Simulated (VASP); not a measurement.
Output of a VASP run:

**OSZICAR**
```
...
DAV:  13    -0.214425747031E+02    0.11968E-02   -0.16762E-03  3316   0.805E-01    0.167E-01
DAV:  14    -0.214422440582E+02    0.33064E-03   -0.18662E-03  3372   0.731E-01    0.102E-01
DAV:  15    -0.214423227131E+02   -0.78655E-04   -0.28479E-04  3168   0.234E-01    0.637E-02
DAV:  16    -0.214423251945E+02   -0.24814E-05   -0.19767E-05  3792   0.894E-02    0.126E-02
DAV:  17    -0.214423272926E+02   -0.20981E-05   -0.10063E-05  3100   0.589E-02    0.105E-02
DAV:  18    -0.214423262432E+02    0.10495E-05   -0.49674E-06  2632   0.470E-02    0.376E-03
DAV:  19    -0.214423258625E+02    0.38061E-06   -0.57440E-07  1496   0.126E-02
   1 F= -.10198625E+02 E0= -.10198839E+02  d E =-.101986E+02  mag=    -0.0000
       N       E                     dE             d eps       ncg     rms          rms(c)
DAV:   1    -0.311574979745E+02   -0.97152E+01   -0.13715E+02  2824   0.182E+02    0.316E+01
DAV:   2    -0.255907473861E+02    0.55668E+01   -0.12755E+02  3048   0.199E+02    0.179E+01
DAV:   3    -0.199438481187E+02    0.56469E+01   -0.27638E+01  3068   0.912E+01    0.558E+00
DAV:   4    -0.197281063665E+02    0.21574E+00   -0.60996E-01  3344   0.923E+00    0.328E+00
DAV:   5    -0.196198560095E+02    0.10825E+00   -0.92094E-02  3708   0.335E+00    0.814E-01
DAV:   6    -0.196202137015E+02   -0.35769E-03   -0.11982E-02  2872   0.125E+00    0.229E-01
DAV:   7    -0.196204561115E+02   -0.24241E-03   -0.49377E-04  3936   0.227E-01    0.584E-02
DAV:   8    -0.196204207547E+02    0.35357E-04   -0.20934E-04  3188   0.233E-01    0.209E-02
DAV:   9    -0.196204118264E+02    0.89283E-05   -0.12414E-05  3248   0.497E-02    0.101E-02
DAV:  10    -0.196204111198E+02    0.70661E-06   -0.48332E-07  1504   0.105E-02
   2 F= -.98531253E+01 E0= -.98534659E+01  d E =0.345499E+00  mag=    -0.0000
       N       E                     dE             d eps       ncg     rms          rms(c)
DAV:   1    -0.268301017871E+02   -0.72097E+01   -0.68583E+01  2808   0.145E+02    0.209E+01
DAV:   2    -0.254721538423E+02    0.13579E+01   -0.68539E+01  3096   0.136E+02    0.150E+01
DAV:   3    -0.211690864704E+02    0.43031E+01   -0.19624E+01  3112   0.775E+01    0.447E+00
DAV:   4    -0.211191703240E+02    0.49916E-01   -0.45010E-01  2800   0.714E+00    0.303E+00
DAV:   5    -0.210539917433E+02    0.65179E-01   -0.62162E-02  4064   0.309E+00    0.709E-01
DAV:   6    -0.210519644086E+02    0.20273E-02   -0.92199E-03  2976   0.118E+00    0.150E-01
DAV:   7    -0.210519193831E+02    0.45025E-04   -0.67892E-04  4248   0.324E-01    0.367E-02
DAV:   8    -0.210519338431E+02   -0.14460E-04   -0.27892E-05  3000   0.440E-02    0.120E-02
DAV:   9    -0.210519300446E+02    0.37985E-05   -0.92848E-06  2936   0.221E-02    0.514E-03
DAV:  10    -0.210519303189E+02   -0.27431E-06   -0.79953E-07  1436   0.133E-02
   3 F= -.10285132E+02 E0= -.10285396E+02  d E =-.865074E-01  mag=     0.0000
       N       E                     dE             d eps       ncg     rms          rms(c)
DAV:   1    -0.210377998112E+02    0.14130E-01   -0.14846E-02  2808   0.202E+00    0.313E-01
DAV:   2    -0.210375146987E+02    0.28511E-03   -0.16054E-02  3056   0.217E+00    0.227E-01
DAV:   3    -0.210365816531E+02    0.93305E-03   -0.42453E-03  3032   0.114E+00    0.452E-02
DAV:   4    -0.210365552867E+02    0.26366E-04   -0.84340E-05  2928   0.853E-02    0.111E-02
DAV:   5    -0.210365534897E+02    0.17969E-05   -0.54379E-06  2928   0.321E-02    0.377E-03
DAV:   6    -0.210365530358E+02    0.45393E-06   -0.61737E-07  1408   0.839E-03
   4 F= -.10285241E+02 E0= -.10285506E+02  d E =-.866160E-01  mag=     0.0000
```

### OUTCAR
```
------------------------ aborting loop because EDIFF is reached ----------------------------------------
  FORCE on cell =-STRESS in cart. coord.  units (eV):
  Direction    XX          YY          ZZ          XY          YZ          ZX
  --------------------------------------------------------------------------------------
  Total       10.7488032     10.7488032     10.7488032      0.0000000     -0.0000000     -0.0000000
  in kB      449.8949770    449.8949770    449.8949770      0.0000000     -0.0000000     -0.0000000
  external PRESSURE =      -0.1050230 kB  Pullay stress =     450.0000000 kB
  volume of cell :       38.28
      direct lattice vectors                 reciprocal lattice vectors
     3.370180671 -0.000000000  0.000000000     0.296719997  0.000000000  0.000000000
     0.000000000  3.370180671 -0.000000000     0.000000000  0.296719997  0.000000000
    -0.000000000 -0.000000000  3.370180671    -0.000000000  0.000000000  0.296719997
 POSITION                                       TOTAL-FORCE (eV/Angst)
 -----------------------------------------------------------------------------------
      0.00000      0.00000      0.00000         0.000000      0.000000      0.000000
     -0.00000      1.68509      1.68509        -0.000000     -0.000000      0.000000
      1.68509     -0.00000      1.68509        -0.000000     -0.000000      0.000000
      1.68509      1.68509     -0.00000         0.000000      0.000000      0.000000
 -----------------------------------------------------------------------------------
    total drift:                                0.000000      0.000000      0.000000
  FREE ENERGIE OF THE ION-ELECTRON SYSTEM (eV)
  ---------------------------------------------------
  free  energy   TOTEN  =       -21.0365530358 eV

  energy  without entropy=      -21.0373489334  energy(sigma->0) =      -21.03681833
  enthalpy is  TOTEN    =       -10.2852406222 eV   P V=       10.7513124135

 total charge

# of ion       s       p       d       tot
------------------------------------------
    1        0.433   0.471   0.000   0.903
    2        0.573   0.683   8.482   9.737
    3        0.573   0.683   8.482   9.737
    4        0.573   0.683   8.482   9.737
--------------------------------------------------
tot          2.152   2.519  25.445  30.116

 magnetization (x)

# of ion       s       p       d       tot
------------------------------------------
    1       -0.000  -0.000   0.000  -0.000
    2       -0.000  -0.000   0.000   0.000
    3       -0.000  -0.000   0.000   0.000
    4       -0.000  -0.000   0.000   0.000
--------------------------------------------------
tot         -0.000  -0.000   0.000   0.000

 reached required accuracy - stopping structural energy minimisation
```
(Selected blocks of OUTCAR.)

POSCAR:
```
Ni3Al
1
    3.4208638406     0.0000000000     0.0000000000
    0.0000000000     3.4208638406     0.0000000000
    0.0000000000     0.0000000000     3.4208638406
Al Ni
1 3
Direct
  0.0000000000   0.0000000000   0.0000000000
  0.0000000000   0.5000000000   0.5000000000
  0.5000000000   0.0000000000   0.5000000000
  0.5000000000   0.5000000000   0.0000000000
```

Q: Reconstruct the remaining input files.

A: This is not unique; one that fits is the input of the run itself, PBE GGA, plane waves, VASP's PBE PAW potentials (set 64).

**INCAR**
```
! general
SYSTEM   =  Ni3Al
PREC     =  Accurate
ENCUT    =  500
LREAL    =  .FALSE.
LASPH    =  .TRUE.

! electronic loop
EDIFF    =  1E-6
NELM     =  100
ALGO     =  Normal
LMAXMIX  =  4

! smearing
ISMEAR   =  1
SIGMA    =  0.1

! functional
GGA      =  PE

! spin
ISPIN    =  2
MAGMOM   =  -0.0 3*0.3

! ions
IBRION   =  2
NSW      =  40
ISIF     =  3
EDIFFG   =  -0.02
PSTRESS  =  450

! output
LWAVE    =  .FALSE.
LCHARG   =  .FALSE.
LORBIT   =  10
```

KPOINTS:
```
Automatic mesh
0
gamma
 9 9 9
```

POTCAR, in this order: Al Ni (PBE.64 set). Program: vasp_std.

Energy and stress use the plane-wave basis of the starting cell.

The compound is Ni3Al in the L1_2 structure. This run relaxes it under an external pressure of 45 GPa. Symmetry was kept, so distortions that lower it aren't found.
